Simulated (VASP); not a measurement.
Calculation: LDA (Ceperley-Alder, Perdew-Zunger), VASP's LDA PAW potentials (set 64) (plane waves; VASP).

Input for VASP

**KPOINTS**
```
Automatic mesh
0
Gamma
1 1 1
0 0 0
```

File POSCAR:
```
SiNi3
1.0
  3.5278190000   0.0000000000   0.0000000000
  0.0000000000   3.5278190000   0.0000000000
  0.0000000000   0.0000000000   3.5278190000
Si Ni
1 3
Cart
  0.0000000000   0.0000000000   0.0000000000
  0.0000000000   1.7639095000   1.7639095000
  1.7639095000   0.0000000000   1.7639095000
  1.7639095000   1.7639095000   0.0000000000
```

**INCAR**
```
ALGO=Normal
EDIFF=1E-03
EDIFFG=-0.01
ENCUT=180
IBRION=2
ISIF=3
ISMEAR=0
LASPH=T
LCHARG=F
LMAXMIX=4
LREAL=F
LWAVE=F
NELM=100
NSW=50
PREC=Accurate
SIGMA=0.05
SYSTEM=SiNi3
```

POTCAR, in this order: Si Ni (LDA.64 set). Program: vasp_std.

Output of the run:

### OSZICAR
```
...
DAV:  24    -0.209315837399E+02   -0.28023E+00   -0.15985E-01    42   0.406E+00    0.918E+00
DAV:  25    -0.205981890469E+02    0.33339E+00   -0.16382E-01    42   0.352E+00    0.475E+00
DAV:  26    -0.208225371250E+02   -0.22435E+00   -0.66433E-02    42   0.257E+00    0.867E+00
DAV:  27    -0.206182349116E+02    0.20430E+00   -0.18089E-01    42   0.280E+00    0.832E+00
DAV:  28    -0.208090673859E+02   -0.19083E+00   -0.73413E-02    42   0.276E+00    0.870E+00
DAV:  29    -0.206377361367E+02    0.17133E+00   -0.19957E-01    42   0.286E+00    0.103E+01
DAV:  30    -0.208060235928E+02   -0.16829E+00   -0.79889E-02    42   0.291E+00    0.874E+00
DAV:  31    -0.206010071962E+02    0.20502E+00   -0.13652E-01    42   0.253E+00    0.504E+00
DAV:  32    -0.207237044530E+02   -0.12270E+00   -0.31078E-02    42   0.179E+00    0.836E+00
DAV:  33    -0.206368254362E+02    0.86879E-01   -0.20701E-01    42   0.213E+00    0.102E+01
DAV:  34    -0.207470384557E+02   -0.11021E+00   -0.54791E-02    42   0.242E+00    0.859E+00
DAV:  35    -0.206132353671E+02    0.13380E+00   -0.14348E-01    42   0.219E+00    0.729E+00
DAV:  36    -0.207319072650E+02   -0.11867E+00   -0.38992E-02    42   0.203E+00    0.844E+00
DAV:  37    -0.206155976548E+02    0.11631E+00   -0.15926E-01    42   0.205E+00    0.771E+00
DAV:  38    -0.207118354283E+02   -0.96238E-01   -0.34003E-02    42   0.190E+00    0.839E+00
DAV:  39    -0.206171531074E+02    0.94682E-01   -0.15594E-01    42   0.190E+00    0.791E+00
DAV:  40    -0.206975851932E+02   -0.80432E-01   -0.30255E-02    42   0.180E+00    0.835E+00
DAV:  41    -0.206155434452E+02    0.82042E-01   -0.14935E-01    42   0.177E+00    0.767E+00
DAV:  42    -0.206860370416E+02   -0.70494E-01   -0.26298E-02    42   0.168E+00    0.829E+00
DAV:  43    -0.206168228017E+02    0.69214E-01   -0.14967E-01    42   0.169E+00    0.785E+00
DAV:  44    -0.206757894863E+02   -0.58967E-01   -0.23981E-02    42   0.161E+00    0.823E+00
DAV:  45    -0.206144287240E+02    0.61361E-01   -0.14120E-01    42   0.158E+00    0.749E+00
DAV:  46    -0.206650599751E+02   -0.50631E-01   -0.20426E-02    42   0.149E+00    0.811E+00
DAV:  47    -0.206083669869E+02    0.56693E-01   -0.12496E-01    42   0.143E+00    0.651E+00
DAV:  48    -0.206285906910E+02   -0.20224E-01   -0.10631E-02    42   0.110E+00    0.703E+00
DAV:  49    -0.206099589750E+02    0.18632E-01   -0.91866E-02    42   0.109E+00    0.661E+00
DAV:  50    -0.206225689920E+02   -0.12610E-01   -0.96624E-03    42   0.104E+00    0.667E+00
DAV:  51    -0.206069443912E+02    0.15625E-01   -0.72366E-02    42   0.100E+00    0.598E+00
DAV:  52    -0.205956394636E+02    0.11305E-01   -0.31403E-03    42   0.621E-01    0.259E+00
DAV:  53    -0.205941335971E+02    0.15059E-02   -0.54217E-04    21   0.295E-01    0.245E-01
DAV:  54    -0.205944284286E+02   -0.29483E-03   -0.76271E-05    21   0.110E-01
  48 F= -.20594428E+02 E0= -.20516224E+02  d E =-.290377E-01
       N       E                     dE             d eps       ncg     rms          rms(c)
DAV:   1    -0.206772377383E+02   -0.83104E-01   -0.25990E-02    42   0.179E+00    0.114E+01
DAV:   2    -0.291286736204E+02   -0.84514E+01   -0.19609E+01    42   0.448E+01    0.197E+01
DAV:   3    -0.224034983448E+02    0.67252E+01   -0.10077E+01    42   0.320E+01    0.116E+01
DAV:   4    -0.211078956698E+02    0.12956E+01   -0.10389E+00    42   0.944E+00    0.912E+00
DAV:   5    -0.209162918888E+02    0.19160E+00   -0.43949E-02    42   0.188E+00    0.879E+00
DAV:   6    -0.206272545548E+02    0.28904E+00   -0.67009E-02    42   0.253E+00    0.600E+00
DAV:   7    -0.216178907451E+02   -0.99064E+00   -0.16602E+00    42   0.562E+00    0.175E+01
DAV:   8    -0.206328375903E+02    0.98505E+00   -0.30531E-01    42   0.587E+00    0.756E+00
DAV:   9    -0.208377424278E+02   -0.20490E+00   -0.10128E-01    42   0.237E+00    0.163E+01
DAV:  10    -0.211056159537E+02   -0.26787E+00   -0.34782E-01    42   0.626E+00    0.976E+00
DAV:  11    -0.206785853258E+02    0.42703E+00   -0.13535E-01    42   0.375E+00    0.778E+00
DAV:  12    -0.206072933121E+02    0.71292E-01   -0.12953E-01    42   0.122E+00    0.127E+00
DAV:  13    -0.206943271095E+02   -0.87034E-01   -0.21326E-01    42   0.119E+00    0.804E+00
DAV:  14    -0.206175753686E+02    0.76752E-01   -0.12413E-01    42   0.139E+00    0.490E+00
DAV:  15    -0.207122195913E+02   -0.94644E-01   -0.22326E-02    42   0.157E+00    0.829E+00
DAV:  16    -0.206371474215E+02    0.75072E-01   -0.14465E-01    42   0.177E+00    0.823E+00
DAV:  17    -0.207031225563E+02   -0.65975E-01   -0.26357E-02    42   0.175E+00    0.836E+00
DAV:  18    -0.206442663589E+02    0.58856E-01   -0.13028E-01    42   0.179E+00    0.905E+00
DAV:  19    -0.206950345616E+02   -0.50768E-01   -0.25852E-02    42   0.175E+00    0.833E+00
DAV:  20    -0.206346176785E+02    0.60417E-01   -0.11318E-01    42   0.165E+00    0.778E+00
DAV:  21    -0.206782708151E+02   -0.43653E-01   -0.18830E-02    42   0.150E+00    0.810E+00
DAV:  22    -0.206220307821E+02    0.56240E-01   -0.90940E-02    42   0.136E+00    0.564E+00
DAV:  23    -0.206606346030E+02   -0.38604E-01   -0.11566E-02    42   0.118E+00    0.760E+00
DAV:  24    -0.206164315503E+02    0.44203E-01   -0.74992E-02    42   0.109E+00    0.430E+00
DAV:  25    -0.206436440856E+02   -0.27213E-01   -0.69054E-03    42   0.915E-01    0.674E+00
DAV:  26    -0.206160690697E+02    0.27575E-01   -0.57117E-02    42   0.890E-01    0.404E+00
DAV:  27    -0.206301216242E+02   -0.14053E-01   -0.44810E-03    42   0.744E-01    0.554E+00
DAV:  28    -0.206184725721E+02    0.11649E-01   -0.27801E-02    42   0.751E-01    0.441E+00
DAV:  29    -0.206210705209E+02   -0.25979E-02   -0.32162E-03    34   0.640E-01    0.425E+00
DAV:  30    -0.206216272425E+02   -0.55672E-03   -0.36539E-03    42   0.670E-01
  49 F= -.20621627E+02 E0= -.20541509E+02  d E =-.562365E-01
       N       E                     dE             d eps       ncg     rms          rms(c)
DAV:   1    -0.210586177452E+02   -0.43755E+00   -0.23260E-01    42   0.542E+00    0.162E+01
DAV:   2    -0.349818840810E+02   -0.13923E+02   -0.39987E+01    42   0.641E+01    0.255E+01
DAV:   3    -0.236396967260E+02    0.11342E+02   -0.19483E+01    42   0.446E+01    0.135E+01
DAV:   4    -0.216032347860E+02    0.20365E+01   -0.20119E+00    42   0.130E+01    0.104E+01
DAV:   5    -0.208629468451E+02    0.74029E+00   -0.36907E-01    42   0.568E+00    0.848E+00
DAV:   6    -0.208422853238E+02    0.20662E-01   -0.12686E-02    50   0.118E+00    0.847E+00
DAV:   7    -0.215159860836E+02   -0.67370E+00   -0.15541E+00    42   0.628E+00    0.172E+01
DAV:   8    -0.206579044570E+02    0.85808E+00   -0.19736E-01    42   0.485E+00    0.526E+00
DAV:   9    -0.206660354276E+02   -0.81310E-02   -0.59778E-03    42   0.794E-01    0.102E+00
DAV:  10    -0.206780068801E+02   -0.11971E-01   -0.34846E-03    26   0.366E-01    0.503E+00
DAV:  11    -0.207338552681E+02   -0.55848E-01   -0.12628E-01    42   0.123E+00    0.121E+01
DAV:  12    -0.207768153314E+02   -0.42960E-01   -0.45056E-02    42   0.228E+00    0.864E+00
DAV:  13    -0.206774148480E+02    0.99400E-01   -0.82431E-02    42   0.190E+00    0.608E+00
DAV:  14    -0.207136761933E+02   -0.36261E-01   -0.11973E-02    42   0.125E+00    0.770E+00
DAV:  15    -0.206873694652E+02    0.26307E-01   -0.10823E-01    42   0.131E+00    0.778E+00
DAV:  16    -0.207056239695E+02   -0.18255E-01   -0.13376E-02    42   0.129E+00    0.753E+00
DAV:  17    -0.206740805804E+02    0.31543E-01   -0.70645E-02    42   0.115E+00    0.549E+00
DAV:  18    -0.206856820040E+02   -0.11601E-01   -0.63757E-03    42   0.914E-01    0.613E+00
DAV:  19    -0.206702634241E+02    0.15419E-01   -0.38401E-02    42   0.836E-01    0.446E+00
DAV:  20    -0.206729706520E+02   -0.27072E-02   -0.33220E-03    42   0.665E-01    0.439E+00
DAV:  21    -0.206671848113E+02    0.57858E-02   -0.25714E-03    34   0.573E-01    0.322E+00
DAV:  22    -0.206655361950E+02    0.16486E-02   -0.11221E-03    21   0.430E-01    0.224E+00
DAV:  23    -0.206640332664E+02    0.15029E-02   -0.42789E-04    21   0.279E-01    0.106E+00
DAV:  24    -0.206640610971E+02   -0.27831E-04   -0.12081E-04    21   0.155E-01
  50 F= -.20664061E+02 E0= -.20587182E+02  d E =-.986704E-01
```

OUTCAR:
```
------------------------ aborting loop because EDIFF is reached ----------------------------------------
  FORCE on cell =-STRESS in cart. coord.  units (eV):
  Direction    XX          YY          ZZ          XY          YZ          ZX
  --------------------------------------------------------------------------------------
  Total       -3.3928620     -3.3928620     -3.3928620      0.0000000      0.0000000     -0.0000000
  in kB     -154.9198397   -154.9198397   -154.9198397      0.0000000      0.0000000     -0.0000000
  external PRESSURE =    -154.9198397 kB  Pullay stress =       0.0000000 kB
  volume of cell :       35.09
      direct lattice vectors                 reciprocal lattice vectors
     3.273833439 -0.000000000  0.000000000     0.305452314  0.000000000 -0.000000000
    -0.000000000  3.273833439 -0.000000000     0.000000000  0.305452314  0.000000000
     0.000000000 -0.000000000  3.273833439    -0.000000000  0.000000000  0.305452314
 POSITION                                       TOTAL-FORCE (eV/Angst)
 -----------------------------------------------------------------------------------
     -0.00000      0.00000     -0.00000        -0.000000      0.000000      0.000000
      0.00000      1.63692      1.63692         0.000000     -0.000000      0.000000
      1.63692     -0.00000      1.63692         0.000000     -0.000000      0.000000
      1.63692      1.63692      0.00000        -0.000000      0.000000      0.000000
 -----------------------------------------------------------------------------------
    total drift:                                0.000000      0.000000      0.000000
  FREE ENERGIE OF THE ION-ELECTRON SYSTEM (eV)
  ---------------------------------------------------
  free  energy   TOTEN  =       -20.6640610971 eV

  energy  without entropy=      -20.5103027263  energy(sigma->0) =      -20.58718191
```
(Selected blocks of OUTCAR.)

**CONTCAR**
```
SiNi3
   1.00000000000000
     3.2738334388717898   -0.0000000000000000    0.0000000000000000
    -0.0000000000000000    3.2738334388717898   -0.0000000000000000
     0.0000000000000000   -0.0000000000000000    3.2738334388717898
  Si              Ni
     1     3
Direct
     0.0000000000000000    0.0000000000000000    0.0000000000000000
     0.0000000000000000    0.5000000000000000    0.5000000000000000
     0.5000000000000000    0.0000000000000000    0.5000000000000000
     0.5000000000000000    0.5000000000000000    0.0000000000000000
```

stdout:
```
...
DAV:  25    -0.206436440856E+02   -0.27213E-01   -0.69054E-03    42   0.915E-01    0.674E+00
DAV:  26    -0.206160690697E+02    0.27575E-01   -0.57117E-02    42   0.890E-01    0.404E+00
DAV:  27    -0.206301216242E+02   -0.14053E-01   -0.44810E-03    42   0.744E-01    0.554E+00
DAV:  28    -0.206184725721E+02    0.11649E-01   -0.27801E-02    42   0.751E-01    0.441E+00
DAV:  29    -0.206210705209E+02   -0.25979E-02   -0.32162E-03    34   0.640E-01    0.425E+00
DAV:  30    -0.206216272425E+02   -0.55672E-03   -0.36539E-03    42   0.670E-01
  49 F= -.20621627E+02 E0= -.20541509E+02  d E =-.562365E-01
 curvature:  -0.00 expect dE=-0.479E+00 dE for cont linesearch -0.479E+00
 ZBRENT: interpolating
 opt :   0.0247  next Energy=   -20.945206 (dE=-0.380E+00)
 bond charge predicted
       N       E                     dE             d eps       ncg     rms          rms(c)
DAV:   1    -0.210586177452E+02   -0.43755E+00   -0.23260E-01    42   0.542E+00    0.162E+01
DAV:   2    -0.349818840810E+02   -0.13923E+02   -0.39987E+01    42   0.641E+01    0.255E+01
DAV:   3    -0.236396967260E+02    0.11342E+02   -0.19483E+01    42   0.446E+01    0.135E+01
DAV:   4    -0.216032347860E+02    0.20365E+01   -0.20119E+00    42   0.130E+01    0.104E+01
DAV:   5    -0.208629468451E+02    0.74029E+00   -0.36907E-01    42   0.568E+00    0.848E+00
DAV:   6    -0.208422853238E+02    0.20662E-01   -0.12686E-02    50   0.118E+00    0.847E+00
DAV:   7    -0.215159860836E+02   -0.67370E+00   -0.15541E+00    42   0.628E+00    0.172E+01
DAV:   8    -0.206579044570E+02    0.85808E+00   -0.19736E-01    42   0.485E+00    0.526E+00
DAV:   9    -0.206660354276E+02   -0.81310E-02   -0.59778E-03    42   0.794E-01    0.102E+00
DAV:  10    -0.206780068801E+02   -0.11971E-01   -0.34846E-03    26   0.366E-01    0.503E+00
DAV:  11    -0.207338552681E+02   -0.55848E-01   -0.12628E-01    42   0.123E+00    0.121E+01
DAV:  12    -0.207768153314E+02   -0.42960E-01   -0.45056E-02    42   0.228E+00    0.864E+00
DAV:  13    -0.206774148480E+02    0.99400E-01   -0.82431E-02    42   0.190E+00    0.608E+00
DAV:  14    -0.207136761933E+02   -0.36261E-01   -0.11973E-02    42   0.125E+00    0.770E+00
DAV:  15    -0.206873694652E+02    0.26307E-01   -0.10823E-01    42   0.131E+00    0.778E+00
DAV:  16    -0.207056239695E+02   -0.18255E-01   -0.13376E-02    42   0.129E+00    0.753E+00
DAV:  17    -0.206740805804E+02    0.31543E-01   -0.70645E-02    42   0.115E+00    0.549E+00
DAV:  18    -0.206856820040E+02   -0.11601E-01   -0.63757E-03    42   0.914E-01    0.613E+00
DAV:  19    -0.206702634241E+02    0.15419E-01   -0.38401E-02    42   0.836E-01    0.446E+00
DAV:  20    -0.206729706520E+02   -0.27072E-02   -0.33220E-03    42   0.665E-01    0.439E+00
DAV:  21    -0.206671848113E+02    0.57858E-02   -0.25714E-03    34   0.573E-01    0.322E+00
DAV:  22    -0.206655361950E+02    0.16486E-02   -0.11221E-03    21   0.430E-01    0.224E+00
DAV:  23    -0.206640332664E+02    0.15029E-02   -0.42789E-04    21   0.279E-01    0.106E+00
DAV:  24    -0.206640610971E+02   -0.27831E-04   -0.12081E-04    21   0.155E-01
  50 F= -.20664061E+02 E0= -.20587182E+02  d E =-.986704E-01
 curvature:  -0.00 expect dE=-0.543E-03 dE for cont linesearch -0.543E-03
 ZBRENT: interpolating
 opt :   0.0240  next Energy=   -20.664675 (dE=-0.993E-01)
```

Convergence was not reached.

The run did not end as a converged relaxation. At this cut-off the stress carries a Pulay error, which pulls relaxed volumes low. Energy and stress use the plane-wave basis of the starting cell.

The structure comes from a computed database's SiNi3 entry; how it stands against other phases isn't given here. This run relaxes it. Symmetry was kept, so distortions that lower it aren't found. The k-mesh is coarse (spacing up to 1.92 per Å, 2π included), so the numbers may not be converged in it. The run is one of a series of settings (EDIFF = 1E-03, EDIFFG = -0.01, ENCUT = 180, GGA removed, IBRION = 2, ISIF = 3, NSW = 50, KPOINTS 1×1×1 Γ-centred mesh, POTCAR Si Ni (LDA.64 set) against the base run), some of them coarse on purpose. The run is not spin-polarised, so no magnetic state was tried.
